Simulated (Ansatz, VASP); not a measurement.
# CaBr: VASP beside Ansatz

```
Ca Br
1.0
     3.69199    0.00000    0.00000
    -1.84599    3.19736    0.00000
     0.00000    0.00000    4.48233
Ca Br
1 1
Direct
  0.00000 0.00000 0.00000
  0.33333 0.66667 0.50000
```

Alike in both runs: task single point; functional PBE; k mesh 12 × 12 × 10; occupations gaussian, width 0.1 eV; no spin polarisation.

|  | VASP | Ansatz |
| --- | --- | --- |
| version | VASP 6.6.1 | Ansatz 0.2.0 |
| potentials or method | VASP PAW PBE potentials, release 64 (Ca_sv, Br) | scalar-relativistic, plane waves, PAW |
| plane-wave cutoff (eV) | 520 | 420 |
| valence electrons in the cell | 17 | 17 |

VASP gave:

* gap on the k mesh at the Fermi level (eV): none
* pressure (GPa): 3.0
* largest component of the traceless stress (GPa): 2.88

Which values does Ansatz return?

gap on the k mesh at the Fermi level (eV): none; pressure (GPa): 2.9; largest component of the traceless stress (GPa): 2.92.

A gap of «none» marks a metal or a gap that the smearing closes.

Caveats: an odd number of electrons without spin polarisation forces a metal; a magnetic or distorted state may lie lower.
